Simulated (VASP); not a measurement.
The input files of a VASP run:

KPOINTS:
```
kpoints
0
gamma
 5 5 5
0 0 0
```

POSCAR:
```
RuSi
1
    4.6673507782     0.0000000000    -0.0000000000
   -0.0000000000     4.6673507782     0.0000000000
   -0.0000000000    -0.0000000000     4.6673507782
Si Ru
4 4
Direct
  0.1618456548   0.3381543452   0.6618456548
  0.6618456548   0.1618456548   0.3381543452
  0.8381543452   0.8381543452   0.8381543452
  0.3381543452   0.6618456548   0.1618456548
  0.8688247526   0.6311752474   0.3688247526
  0.3688247526   0.8688247526   0.6311752474
  0.1311752474   0.1311752474   0.1311752474
  0.6311752474   0.3688247526   0.8688247526
```

### INCAR
```
ALGO = Normal
EDIFF = 1E-6
EDIFFG = -0.02
ENCUT = 500
IBRION = 2
ISIF = 3
ISMEAR = 0
LASPH = .TRUE.
LCHARG = .FALSE.
LMAXMIX = 4
LREAL = .FALSE.
LWAVE = .FALSE.
NELM = 100
NSW = 40
PREC = Accurate
SIGMA = 0.05
SYSTEM = RuSi
```

POTCAR, in this order: Si Ru_pv (LDA.64 set). Program: vasp_std.

Write an equivalent input for Quantum ESPRESSO's pw.x.

One equivalent input (not run):
```
&CONTROL
  calculation = 'vc-relax'
  pseudo_dir = './pseudo'
  outdir = './out'
  tprnfor = .true.
  tstress = .true.
  nstep = 40
  forc_conv_thr = 0.00078
/
&SYSTEM
  ibrav = 0
  nat = 8
  ntyp = 2
  ecutwfc = 88
  occupations = 'smearing'
  smearing = 'gaussian'
  degauss = 0.003675
  input_dft = 'pz'
/
&ELECTRONS
  conv_thr = 7.3e-08
  electron_maxstep = 100
/
&IONS
/
&CELL
/
ATOMIC_SPECIES
  Si 28.085 Si.upf
  Ru 101.070 Ru.upf
CELL_PARAMETERS angstrom
     4.6673508    0.0000000   -0.0000000
    -0.0000000    4.6673508    0.0000000
    -0.0000000   -0.0000000    4.6673508
ATOMIC_POSITIONS crystal
  Si   0.1618457  0.3381543  0.6618457
  Si   0.6618457  0.1618457  0.3381543
  Si   0.8381543  0.8381543  0.8381543
  Si   0.3381543  0.6618457  0.1618457
  Ru   0.8688248  0.6311752  0.3688248
  Ru   0.3688248  0.8688248  0.6311752
  Ru   0.1311752  0.1311752  0.1311752
  Ru   0.6311752  0.3688248  0.8688248
K_POINTS automatic
  5 5 5 0 0 0
```
What does not carry over: the potentials are each code's own (VASP's PAW set, PseudoDojo norm-conserving files in pw.x), so ENCUT and ecutwfc are chosen apart and not converted; conv_thr bounds pw.x's estimated SCF error, while EDIFF bounds the energy change between steps; forc_conv_thr acts on force components and is met together with etot_conv_thr.

The compound is RuSi in the B20 structure. It was relaxed first.
